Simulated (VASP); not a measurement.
Output of a VASP run:

**OSZICAR**
```
       N       E                     dE             d eps       ncg     rms          rms(c)
DAV:   1     0.446835016120E+02    0.44684E+02   -0.90197E+03  2288   0.146E+03
DAV:   2    -0.231967684462E+02   -0.67880E+02   -0.64317E+02  3074   0.290E+02
DAV:   3    -0.254000397645E+02   -0.22033E+01   -0.21865E+01  2934   0.462E+01
DAV:   4    -0.254160909101E+02   -0.16051E-01   -0.16020E-01  2737   0.396E+00
DAV:   5    -0.254163329769E+02   -0.24207E-03   -0.24198E-03  2922   0.385E-01    0.670E+01
DAV:   6    -0.226947718345E+02    0.27216E+01   -0.12909E+01  2727   0.289E+01    0.520E+01
DAV:   7    -0.226641836481E+02    0.30588E-01   -0.61690E-01  2615   0.708E+00    0.272E+01
DAV:   8    -0.226538717395E+02    0.10312E-01   -0.48169E-02  2710   0.219E+00    0.448E+00
DAV:   9    -0.226497017553E+02    0.41700E-02   -0.27642E-02  2722   0.122E+00    0.176E+00
DAV:  10    -0.226492483303E+02    0.45342E-03   -0.22441E-03  2711   0.420E-01    0.104E-01
DAV:  11    -0.226492565906E+02   -0.82603E-05   -0.69225E-05  2754   0.102E-01    0.656E-02
DAV:  12    -0.226492537075E+02    0.28832E-05   -0.55400E-06  2612   0.242E-02    0.104E-02
DAV:  13    -0.226492536360E+02    0.71435E-07   -0.37118E-07  2667   0.654E-03
   1 F= -.22649254E+02 E0= -.22649103E+02  d E =-.451117E-03
```

**OUTCAR**
```
------------------------ aborting loop because EDIFF is reached ----------------------------------------
  FORCE on cell =-STRESS in cart. coord.  units (eV):
  Direction    XX          YY          ZZ          XY          YZ          ZX
  --------------------------------------------------------------------------------------
  Total        5.8101293      5.8101293      5.8101293      0.0000000     -0.0000000      0.0000000
  in kB      464.8010747    464.8010747    464.8010747      0.0000000     -0.0000000      0.0000000
  external PRESSURE =     464.8010747 kB  Pullay stress =       0.0000000 kB
  volume of cell :       20.03
      direct lattice vectors                 reciprocal lattice vectors
     0.000000000  2.155425845  2.155425845    -0.231972722  0.231972722  0.231972722
     2.155425845  0.000000000  2.155425845     0.231972722 -0.231972722  0.231972722
     2.155425845  2.155425845  0.000000000     0.231972722  0.231972722 -0.231972722
 POSITION                                       TOTAL-FORCE (eV/Angst)
 -----------------------------------------------------------------------------------
      0.00000      0.00000      0.00000         0.000000     -0.000000     -0.000000
      2.15543      2.15543      2.15543        -0.000000      0.000000      0.000000
 -----------------------------------------------------------------------------------
    total drift:                                0.000000     -0.000000     -0.000000
  FREE ENERGIE OF THE ION-ELECTRON SYSTEM (eV)
  ---------------------------------------------------
  free  energy   TOTEN  =       -22.6492536360 eV

  energy  without entropy=      -22.6488025194  energy(sigma->0) =      -22.64910326
```
(Selected blocks of OUTCAR.)

### POSCAR
```
HfN
1
    0.0000000000     2.1554258453     2.1554258453
    2.1554258453     0.0000000000     2.1554258453
    2.1554258453     2.1554258453     0.0000000000
Hf N
1 1
Direct
  0.0000000000   0.0000000000   0.0000000000
  0.5000000000   0.5000000000   0.5000000000
```

Task: Write an INCAR and KPOINTS that could have produced this output.

Result: Several could match; the one computed here: the input of the run itself, PBEsol GGA, plane waves, VASP's PBE PAW potentials (set 64).

File KPOINTS:
```
Automatic
0
Gamma
 14 14 14
0 0 0
```

### INCAR
```
! general
SYSTEM  = HfN
PREC    = Accurate
ENCUT   = 600
LREAL   = .FALSE.   ! projection in real space or not
LASPH   = .TRUE.   ! aspherical one-centre terms

! electronic loop
EDIFF   = 1E-7   ! SCF stop (eV)
NELM    = 100   ! most electronic steps
ALGO    = Normal
LMAXMIX = 6   ! l cut-off of mixed one-centre charges

! smearing
ISMEAR  = 1
SIGMA   = 0.1

! functional
GGA     = PS   ! PBEsol

! ions
ISIF    = 2

! output
LWAVE   = .FALSE.
LCHARG  = .FALSE.
```

POTCAR, in this order: Hf_pv N (PBE.64 set). Program: vasp_std.

The compound is HfN in the rock salt structure. This cell was strained or had an atom moved on purpose. The electron count is odd and the run is not spin-polarised, which forces a metal.
